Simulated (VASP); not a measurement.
Computed with PBE GGA + U (Dudarev), VASP's PBE PAW potentials (set 64) (plane waves; VASP).

Input for VASP

KPOINTS:
```
Automatic mesh
0
Gamma
6 6 6
0 0 0
```

**INCAR**
```
# general
SYSTEM     =  Co3As
PREC       =  Accurate
ENCUT      =  400
LREAL      =  .FALSE.
LASPH      =  .TRUE.

# electronic loop
EDIFF      =  1E-6
NELM       =  100
ALGO       =  Normal
LMAXMIX    =  4

# smearing
ISMEAR     =  0
SIGMA      =  0.05

# functional
GGA        =  PE

# spin
ISPIN      =  2
MAGMOM     =  0.0 3.0 3.0 3.0

# DFT+U
LDAU       =  .TRUE.
LDAUTYPE   =  2
LDAUL      =  -1 2
LDAUU      =  0 6.0
LDAUJ      =  0 0
LDAUPRINT  =  1

# ions
ISIF       =  2

# output
LWAVE      =  .FALSE.
LCHARG     =  .FALSE.
LORBIT     =  10
```

File POSCAR:
```
Co3As
1
    0.0000000000     2.9138740000     2.9138740000
    2.9138740000     0.0000000000     2.9138740000
    2.9138740000     2.9138740000     0.0000000000
As Co
1 3
Direct
  0.0000000000   0.0000000000   0.0000000000
  0.5000000000   0.5000000000   0.5000000000
  0.2500000000   0.2500000000   0.2500000000
  0.7500000000   0.7500000000   0.7500000000
```

POTCAR, in this order: As Co (PBE.64 set). Program: vasp_std.

Output of the run:

### OSZICAR
```
       N       E                     dE             d eps       ncg     rms          rms(c)
DAV:   1     0.187883865347E+03    0.18788E+03   -0.12558E+04  1600   0.132E+03
DAV:   2    -0.176048498202E+01   -0.18964E+03   -0.18163E+03  1602   0.281E+02
DAV:   3    -0.123698498882E+02   -0.10609E+02   -0.10316E+02  1979   0.873E+01
DAV:   4    -0.125120619018E+02   -0.14221E+00   -0.14207E+00  1729   0.954E+00
DAV:   5    -0.125165687744E+02   -0.45069E-02   -0.45067E-02  2263   0.142E+00    0.195E+01
DAV:   6    -0.136224212048E+02   -0.11059E+01   -0.27325E+01  1818   0.905E+01    0.184E+01
DAV:   7    -0.129309371257E+02    0.69148E+00   -0.11847E+01  1767   0.665E+01    0.106E+01
DAV:   8    -0.130801538434E+02   -0.14922E+00   -0.34503E+00  1856   0.431E+01    0.448E+00
DAV:   9    -0.140989288668E+02   -0.10188E+01   -0.18126E+00  2152   0.145E+01    0.374E+00
DAV:  10    -0.145111826931E+02   -0.41225E+00   -0.34926E-01  2026   0.629E+00    0.229E+00
DAV:  11    -0.147782240632E+02   -0.26704E+00   -0.27341E-01  2375   0.816E+00    0.128E+00
DAV:  12    -0.148389312000E+02   -0.60707E-01   -0.13465E-01  2422   0.444E+00    0.601E-01
DAV:  13    -0.148494273246E+02   -0.10496E-01   -0.33289E-02  2150   0.218E+00    0.262E-01
DAV:  14    -0.148503466547E+02   -0.91933E-03   -0.61450E-03  1863   0.104E+00    0.153E-01
DAV:  15    -0.148504986193E+02   -0.15196E-03   -0.70003E-04  2130   0.394E-01    0.748E-02
DAV:  16    -0.148505716355E+02   -0.73016E-04   -0.13080E-04  2235   0.199E-01    0.378E-02
DAV:  17    -0.148505780658E+02   -0.64303E-05   -0.36848E-05  2280   0.100E-01    0.173E-02
DAV:  18    -0.148505806394E+02   -0.25736E-05   -0.23236E-05  2022   0.124E-01    0.881E-03
DAV:  19    -0.148505823506E+02   -0.17112E-05   -0.11020E-05  1732   0.435E-02    0.537E-03
DAV:  20    -0.148505822601E+02    0.90540E-07   -0.13028E-06   988   0.173E-02
   1 F= -.14850582E+02 E0= -.14850282E+02  d E =-.600585E-03  mag=     5.8879
```

File OUTCAR:
```
------------------------ aborting loop because EDIFF is reached ----------------------------------------
  FORCE on cell =-STRESS in cart. coord.  units (eV):
  Direction    XX          YY          ZZ          XY          YZ          ZX
  --------------------------------------------------------------------------------------
  Total        4.4405639      4.4405639      4.4405639     -0.0000000      0.0000000      0.0000000
  in kB      143.7826253    143.7826253    143.7826253     -0.0000000      0.0000000      0.0000000
  external PRESSURE =     143.7826253 kB  Pullay stress =       0.0000000 kB
  volume of cell :       49.48
      direct lattice vectors                 reciprocal lattice vectors
     0.000000000  2.913874000  2.913874000    -0.171592869  0.171592869  0.171592869
     2.913874000  0.000000000  2.913874000     0.171592869 -0.171592869  0.171592869
     2.913874000  2.913874000  0.000000000     0.171592869  0.171592869 -0.171592869
 POSITION                                       TOTAL-FORCE (eV/Angst)
 -----------------------------------------------------------------------------------
      0.00000      0.00000      0.00000         0.000000      0.000000     -0.000000
      2.91387      2.91387      2.91387         0.000000      0.000000     -0.000000
      1.45694      1.45694      1.45694         0.000000      0.000000      0.000000
      4.37081      4.37081      4.37081        -0.000000     -0.000000     -0.000000
 -----------------------------------------------------------------------------------
    total drift:                                0.000000      0.000000      0.000000
  FREE ENERGIE OF THE ION-ELECTRON SYSTEM (eV)
  ---------------------------------------------------
  free  energy   TOTEN  =       -14.8505822601 eV

  energy  without entropy=      -14.8499816749  energy(sigma->0) =      -14.85028197

 total charge

# of ion       s       p       d       tot
------------------------------------------
    1        1.190   1.535   0.090   2.815
    2        0.381   0.389   7.495   8.266
    3        0.383   0.442   7.504   8.329
    4        0.383   0.442   7.504   8.329
--------------------------------------------------
tot          2.337   2.808  22.594  27.739

 magnetization (x)

# of ion       s       p       d       tot
------------------------------------------
    1        0.020   0.034  -0.010   0.044
    2       -0.005  -0.006   1.982   1.971
    3        0.011   0.001   1.899   1.911
    4        0.011   0.001   1.899   1.911
--------------------------------------------------
tot          0.038   0.029   5.770   5.837
```
(Selected blocks of OUTCAR.)

File OUTCAR:
```
 val. band max:       10.4017521936   @ k =   0.5000   0.5000   0.0000

 cond. band min:      10.4755708272   @ k =   0.5000   0.0000   0.0000


 Fermi energy:        10.4751114433

 spin component 1

 k-point     1 :       0.0000    0.0000    0.0000
  band No.  band energies     occupation
      1      -3.7242      1.00000
      2       3.0730      1.00000
      3       3.0730      1.00000
      4       3.6647      1.00000
      5       3.6647      1.00000
      6       3.6648      1.00000
      7       5.1046      1.00000
      8       5.1047      1.00000
      9       5.1047      1.00000
     10       5.5170      1.00000
     11       5.5171      1.00000
     12       5.5907      1.00000
     13       5.5908      1.00000
     14       6.5483      1.00000
     15       6.5484      1.00000
     16       6.5484      1.00000
     17       9.0803      1.00000
     18      10.8230      0.00000
     19      10.8231      0.00000
     20      10.8231      0.00000
     21      13.9255      0.00000
     22      13.9255      0.00000
     23      13.9255      0.00000
     24      16.9349      0.00000
     25      16.9349      0.00000

 k-point     2 :       0.1667    0.0000    0.0000
  band No.  band energies     occupation
      1      -3.4624      1.00000
      2       3.0185      1.00000
      3       3.0186      1.00000
      4       3.3313      1.00000
      5       3.9224      1.00000
      6       3.9224      1.00000
      7       4.9478      1.00000
      8       4.9478      1.00000
      9       5.0952      1.00000
     10       5.5068      1.00000
     11       5.5068      1.00000
     12       5.5986      1.00000
     13       5.5987      1.00000
     14       6.1438      1.00000
     15       6.5149      1.00000
     16       6.5149      1.00000
     17       8.7341      1.00000
     18      10.6090      0.00008
     19      10.6090      0.00008
     20      10.8543      0.00000
     21      13.7414      0.00000
...
```

The structure was generated: Co3As was put into the D03 type (Fm-3m), which need not be its known phase. The cell was not relaxed at this level. The k-mesh is coarse (spacing up to 0.31 per Å, 2π included), so the numbers may not be converged in it. The run is one of a series of settings (LDAU = .TRUE., LDAUJ = 0 0, LDAUL = -1 2, LDAUTYPE = 2, LDAUU = 0 6.0 against the base run), some of them coarse on purpose.
